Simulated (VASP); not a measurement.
Data:

```xyz
2
Lattice="0.0000 2.2267 2.2267 2.2267 0.0000 2.2267 2.2267 2.2267 0.0000" Properties=species:S:1:pos:R:3 pbc="T T T"
B      0.0000     0.0000     0.0000
P      1.1134     1.1134     1.1134
```

The numbers are results of PBE0 hybrid, VASP's PBE PAW potentials (set 64) (plane waves; VASP), not measurements. Settings: 520 eV cut-off, 8×8×8 Γ-centred mesh, Gaussian smearing of 0.050 eV, potentials B P.

Problem. Give the stress tensor in GPa (positive for a compressed cell).

Solution. 
```
8.22  0.00  0.00
0.00  8.22  0.00
0.00  0.00  8.22
```
The pressure is its mean diagonal, 8.22 GPa.

The compound is BP in the zinc blende structure. This cell is one point of a volume scan, at 0.94 of the reference volume. The cell's shape comes from a PBE relaxation.
